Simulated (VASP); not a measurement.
# TiRuC2 with BEEF-vdW: from relaxation to properties, part 2 of 5

Aim: relax TiRuC2, then compute properties on the relaxed cell. The cell is invented: it takes the structure of a Materials Project entry for ZrTiC2 (space group 166 there), with some of its atoms replaced by other elements, volume scaled by an estimate. It may not be a known or stable phase.

VASP 6.6.1, plane waves and PAW; the level of theory is named at each step.

So far: The structure; First try.

**3. Rough relaxation of the start cell**

Level of this step: BEEF-vdW; plane waves and PAW (Ru_pv, Ti_sv, C); invented cell (VASP).

The start is only an estimate, so a cheap relaxation brings it near a minimum before any careful run.

INCAR

```
SYSTEM = TiRuC2
PREC = Normal
ENCUT = 520
EDIFF = 1E-05
NELM = 60
ISMEAR = 0
SIGMA = 0.05
LREAL = .FALSE.
ALGO = Fast
GGA = BF
LUSE_VDW = .TRUE.
ZAB_VDW = -1.8867
LASPH = .TRUE.
NBANDS = 23
LORBIT = 11
LWAVE = .FALSE.
LCHARG = .FALSE.
KPAR = 2
IBRION = 2
NSW = 40
ISIF = 3
EDIFFG = -0.04
```

POSCAR

```
TiRuC2
1.0
    1.5391410000      0.8886230000      4.9863790000
   -1.5391410000      0.8886230000      4.9863790000
    0.0000000000     -1.7772460000      4.9863790000
Ru Ti C
1 1 2
Direct
    0.0000000000      0.0000000000      0.0000000000
    0.5000000000      0.5000000000      0.5000000000
    0.2443510000      0.2443510000      0.2443510000
    0.7556490000      0.7556490000      0.7556490000
```

KPOINTS

```
Automatic mesh
0
Gamma
6 6 6
0 0 0
```

PAW data sets: Ru_pv, Ti_sv and C (PBE family, release 64).

Run with:

```bash
$ mpirun -np 2 vasp_std
```

Output:

```text
[banner, memory and clock lines left out]
running    2 mpi-ranks, on    1 nodes
 distrk:  each k-point on    1 cores,    2 groups
 distr:  one band on    1 cores,    1 groups

 POSCAR found type information on POSCAR RuTiC
 POSCAR found :  3 types and       4 ions

     **************************************************************************
     Initializing libbeef V0.1.3 with the BEEF-vdW functional.
     **************************************************************************

 [... a notice as in an earlier step ...]

 [... a notice as in an earlier step ...]

 LDA part: xc-table for (Slater+PW92), standard interpolation
 POSCAR, INCAR and KPOINTS ok, starting setup
 FFT: planning ... GRIDC
 FFT: planning ... GRID_SOFT
 FFT: planning ... GRID
 WAVECAR not read
 entering main loop
       N       E                     dE             d eps       ncg     rms          rms(c)
DAV:   1     0.369069437723E+03    0.36907E+03   -0.18258E+04  1472   0.169E+03
DAV:   2    -0.212155000640E+01   -0.37119E+03   -0.35961E+03  1584   0.489E+02
DAV:   3    -0.326054480410E+02   -0.30484E+02   -0.29690E+02  2488   0.124E+02
DAV:   4    -0.340254050232E+02   -0.14200E+01   -0.14158E+01  1774   0.226E+01
DAV:   5    -0.340752032574E+02   -0.49798E-01   -0.49793E-01  2170   0.379E+00    0.279E+01
RMM:   6    -0.298321659429E+02    0.42430E+01   -0.43124E+01  1682   0.440E+01    0.181E+01
RMM:   7    -0.267173450327E+02    0.31148E+01   -0.97823E+00  1681   0.207E+01    0.800E+00
RMM:   8    -0.263476608769E+02    0.36968E+00   -0.14049E+00  1715   0.952E+00    0.532E+00
RMM:   9    -0.262255874296E+02    0.12207E+00   -0.54366E-01  1892   0.409E+00    0.226E+00
RMM:  10    -0.262546196500E+02   -0.29032E-01   -0.30442E-01  1883   0.283E+00    0.821E-01
RMM:  11    -0.262586474757E+02   -0.40278E-02   -0.83035E-02  2029   0.154E+00    0.548E-01
RMM:  12    -0.262610940731E+02   -0.24466E-02   -0.23752E-02  1953   0.102E+00    0.161E-01
RMM:  13    -0.262619403702E+02   -0.84630E-03   -0.11312E-02  2081   0.488E-01    0.102E-01
RMM:  14    -0.262623247454E+02   -0.38438E-03   -0.41828E-03  1953   0.314E-01    0.496E-02
RMM:  15    -0.262625191624E+02   -0.19442E-03   -0.20074E-03  1895   0.199E-01    0.405E-02
RMM:  16    -0.262625808018E+02   -0.61639E-04   -0.74305E-04  1775   0.120E-01    0.294E-02
RMM:  17    -0.262626233317E+02   -0.42530E-04   -0.48420E-04  1603   0.908E-02    0.923E-03
RMM:  18    -0.262626402845E+02   -0.16953E-04   -0.19339E-04  1440   0.616E-02    0.515E-03
RMM:  19    -0.262626522998E+02   -0.12015E-04   -0.13285E-04  1259   0.447E-02    0.717E-03
RMM:  20    -0.262626568167E+02   -0.45169E-05   -0.58472E-05  1126   0.361E-02
   1 F= -.26262657E+02 E0= -.26260720E+02  d E =-.262627E+02
 curvature:   0.00 expect dE= 0.000E+00 dE for cont linesearch  0.000E+00
 trial: gam= 0.00000 g(F)=  0.250E+00 g(S)=  0.124E+00 ort = 0.000E+00 (trialstep = 0.100E+01)
 search vector abs. value=  0.374E+00
 bond charge predicted
       N       E                     dE             d eps       ncg     rms          rms(c)
DAV:   1    -0.274319783858E+02   -0.11693E+01   -0.51565E+01  1472   0.679E+01    0.101E+01
RMM:   2    -0.269640424303E+02    0.46794E+00   -0.48278E+00  1580   0.188E+01    0.529E+00
RMM:   3    -0.265181392816E+02    0.44590E+00   -0.98824E-01  1644   0.810E+00    0.248E+00
RMM:   4    -0.264547741919E+02    0.63365E-01   -0.28671E-01  1758   0.424E+00    0.106E+00
RMM:   5    -0.264518712163E+02    0.29030E-02   -0.17936E-01  1837   0.288E+00    0.507E-01
RMM:   6    -0.264569552157E+02   -0.50840E-02   -0.53976E-02  2090   0.143E+00    0.295E-01
RMM:   7    -0.264599989683E+02   -0.30438E-02   -0.26369E-02  2121   0.754E-01    0.181E-01
RMM:   8    -0.264609883470E+02   -0.98938E-03   -0.79726E-03  2013   0.509E-01    0.520E-02
RMM:   9    -0.264614744958E+02   -0.48615E-03   -0.57167E-03  2023   0.323E-01    0.452E-02
RMM:  10    -0.264616994378E+02   -0.22494E-03   -0.25762E-03  1848   0.193E-01    0.445E-02
RMM:  11    -0.264618132296E+02   -0.11379E-03   -0.12837E-03  1619   0.124E-01    0.651E-02
RMM:  12    -0.264618592447E+02   -0.46015E-04   -0.63053E-04  1601   0.107E-01    0.223E-02
RMM:  13    -0.264618993467E+02   -0.40102E-04   -0.44282E-04  1478   0.719E-02    0.189E-02
RMM:  14    -0.264619168877E+02   -0.17541E-04   -0.20969E-04  1325   0.520E-02    0.178E-02
RMM:  15    -0.264619292477E+02   -0.12360E-04   -0.14403E-04  1288   0.441E-02    0.144E-02
RMM:  16    -0.264619361285E+02   -0.68808E-05   -0.81743E-05  1305   0.410E-02
   2 F= -.26461936E+02 E0= -.26459889E+02  d E =-.199279E+00
[...]
3 F= -.26462239E+02 E0= -.26460158E+02  d E =-.199582E+00
[...]
4 F= -.26474754E+02 E0= -.26472861E+02  d E =-.125151E-01
[...]
5 F= -.26506498E+02 E0= -.26504430E+02  d E =-.442589E-01
[...]
6 F= -.26506497E+02 E0= -.26504431E+02  d E =-.442575E-01
[...]
7 F= -.26506456E+02 E0= -.26504392E+02  d E =-.442164E-01
 curvature:  -0.94 expect dE=-0.162E-02 dE for cont linesearch -0.359E-04
 ZBRENT: accuracy reached
 trial: gam=-0.01499 g(F)=  0.476E-03 g(S)=  0.124E-02 ort = 0.305E-02 (trialstep = 0.910E+00)
 search vector abs. value=  0.168E-02
 bond charge predicted
       N       E                     dE             d eps       ncg     rms          rms(c)
DAV:   1    -0.265088655412E+02   -0.24023E-02   -0.15895E-01  1486   0.367E+00    0.320E-01
RMM:   2    -0.265079178167E+02    0.94772E-03   -0.48620E-03  1641   0.551E-01    0.209E-01
RMM:   3    -0.265076127954E+02    0.30502E-03   -0.12682E-03  1693   0.330E-01    0.131E-01
RMM:   4    -0.265073362085E+02    0.27659E-03   -0.66369E-04  1714   0.181E-01    0.410E-02
RMM:   5    -0.265073495075E+02   -0.13299E-04   -0.32087E-04  1725   0.102E-01    0.241E-02
RMM:   6    -0.265073537545E+02   -0.42469E-05   -0.90991E-05  1414   0.511E-02
   8 F= -.26507354E+02 E0= -.26505375E+02  d E =-.898150E-03
 trial-energy change:   -0.000898  1 .order   -0.000872   -0.001518   -0.000225
 step:   1.0686(harm=  1.0686)  dis= 0.00443  next Energy=   -26.507347 (dE=-0.891E-03)
 reached required accuracy - stopping structural energy minimisation
```

Wall time 8.6 min (2 MPI ranks of Intel Xeon Platinum 8375C at 2.90GHz (Ice Lake), shared host); peak memory 0.73 GiB; 17 min of CPU time.

From OUTCAR (step 3):

```text
The static configuration has the point symmetry D_3d.

 Found     32 irreducible k-points:

   k-points           NKPTS =     32   k-points in BZ     NKDIM =     32   number of bands    NBANDS=     23

   dimension x,y,z NGX =    30 NGY =   30 NGZ =   30
   dimension x,y,z NGXF=    60 NGYF=   60 NGZF=   60

   ENCUT  =  520.0 eV  38.22 Ry    6.18 a.u.   9.84  9.84  9.84*2*pi/ulx,y,z

   NELECT =      34.0000    total number of electrons

 E-fermi :  10.5910

 k-point     1 :       0.0000    0.0000    0.0000
  band No.  band energies     occupation
    ...
     13       8.2843      2.00000
     14       8.2843      2.00000
     15       9.3715      2.00000
     16      10.5003      1.98969
     17      10.5003      1.98969
     18      11.0253      0.00000
     19      11.0253      0.00000
     20      11.5851      0.00000
     21      12.3052      0.00000
     22      12.3052      0.00000
    ...

 k-point     2 :       0.1667    0.0000   -0.0000
  band No.  band energies     occupation
    ...
     13       7.2469      2.00000
     14       7.8306      2.00000
     15       8.3861      2.00000
     16       9.3928      2.00000
     17      10.3107      2.00000
     18      11.3364      0.00000
     19      11.7020      0.00000
     20      12.3276      0.00000
     21      12.7714      0.00000
     22      13.2923      0.00000
    ...

Total vdW correction in eV:      4.1224936

  Total        0.0745156      0.0745155     -0.0501644     -0.0000000     -0.0000000      0.0000000
  in kB        2.9764847      2.9764815     -2.0037887     -0.0000000     -0.0000000      0.0000000
  external PRESSURE =       1.3163925 kB  Pullay stress =       0.0000000 kB

  energy-cutoff  :      520.00
  volume of cell :       40.11
      direct lattice vectors                 reciprocal lattice vectors
     1.559662463  0.900471054  4.759949673     0.320582185  0.185088311  0.070028752
    -1.559662463  0.900471054  4.759949673    -0.320582185  0.185088311  0.070028752
    -0.000000000 -1.800942107  4.759949673     0.000000000 -0.370176623  0.070028752

 POSITION                                       TOTAL-FORCE (eV/Angst)
 -----------------------------------------------------------------------------------
     -0.00000     -0.00000      0.00000        -0.000000      0.000000     -0.000000
     -0.00000      0.00000      7.13992         0.000000      0.000000     -0.000000
     -0.00000      0.00000      3.58875        -0.000000      0.000000      0.012482
     -0.00000      0.00000     10.69109         0.000000     -0.000000     -0.012482
 -----------------------------------------------------------------------------------
    total drift:                               -0.000000      0.000000      0.000000

  FREE ENERGIE OF THE ION-ELECTRON SYSTEM (eV)
  ---------------------------------------------------
  free  energy   TOTEN  =       -26.5073537545 eV

  energy  without entropy=      -26.5033971330  energy(sigma->0) =      -26.50537544

Total vdW correction in eV:      4.1224684

 total charge
# of ion       s       p       d       tot
------------------------------------------
    1        0.336   6.338   6.048  12.721
    2        2.177   6.218   1.983  10.378
    3        0.904   1.482   0.000   2.386
    4        0.904   1.482   0.000   2.386
--------------------------------------------------
tot          4.321  15.521   8.030  27.872

[... 4 parts as in an earlier step ...]

[... 6 further parts left out ...]
```

CONTCAR:

```
TiRuC2
   1.00000000000000
     1.5596624631414502    0.9004710535042827    4.7599496734358429
    -1.5596624631414502    0.9004710535042827    4.7599496734358429
    -0.0000000000000000   -1.8009421070085654    4.7599496734358429
  Ru              Ti              C
     1     1     2
Direct
     0.0000000000000000    0.0000000000000000    0.0000000000000000
     0.5000000000000000    0.5000000000000000    0.5000000000000000
     0.2513160183596733    0.2513160183596733    0.2513160183596733
     0.7486839816403267    0.7486839816403267    0.7486839816403267
```

The k-mesh is coarse for a metal. This relaxation is a rough one on cheap settings, only to bring the start near its minimum. The PAW data sets were made with PBE, which is usual practice but a small mismatch for other functionals. The run keeps the 12 symmetry operations of its start, so it cannot find a distortion of lower symmetry.

The steps of the relaxation:

```tsv
step	energy less that of the first step (eV)	largest force (eV/Å)	pressure (GPa)	volume (Å³)
1	0.0000	1.6089	-4.73	40.92
2	-0.1993	0.3830	7.53	39.14
3	-0.1996	0.3224	8.08	39.06
4	-0.2121	0.3975	-6.15	41.11
5	-0.2438	0.0867	-0.13	40.15
6	-0.2438	0.0781	-0.08	40.13
7	-0.2438	0.0702	0.10	40.11
8	-0.2447	0.0125	0.13	40.11
```

```tsv
conventional cell, symmetrised	before	after	change
a (Å)	3.078	3.119	+1.3 %
b (Å)	3.078	3.119	+1.3 %
c (Å)	14.959	14.280	-4.5 %
volume (Å³/atom)	10.23	10.03	-2.0 %
```

The atoms that moved most (Å, as changes of fractional coordinates times the final cell):

```tsv
atom	dx	dy	dz	length
C4	0.000	0.000	-0.099	0.099
C3	0.000	0.000	0.099	0.099
```

The relaxed structure:

```xyz
4
Lattice="1.5597 0.9005 4.7599 -1.5597 0.9005 4.7599 0.0000 -1.8009 4.7599" Properties=species:S:1:pos:R:3 pbc="T T T"
Ru    0.0000    0.0000    0.0000
Ti    0.0000    0.0000    7.1399
C     0.0000    0.0000    3.5888
C     0.0000    0.0000   10.6911
```

Numbers from this step:

```
electrons                       : 34
bands                           : 23
irreducible k-points            : 32
symmetry operations             : 12
free energy (TOTEN)             : -26.51 eV
energy at zero smearing         : -26.51 eV
Fermi energy                    : 10.59 eV
pressure                        : 0.1316 GPa
metallic                        : yes
SCF cycles over all ionic steps : 87
```

It ends with a largest force of 0.012 eV/Å and a pressure of 0.13 GPa.

[end of part 2 of 5]

[Lines on the potential files, build, host, timing and source positions are cut from VASP's logs without a mark.]

[Logs are printed without paths, hosts, clocks, repeated set-up lines and the standing remarks that a program may print on its own settings, such as how far it seeks lower states.]

[Hosts, paths, dates, database ids (printed as entryN), source tags and the programs' standing remarks are cut or masked in the printed files.]

[A measured line is paired with the nearest computed mode of its activity, which favours agreement.]
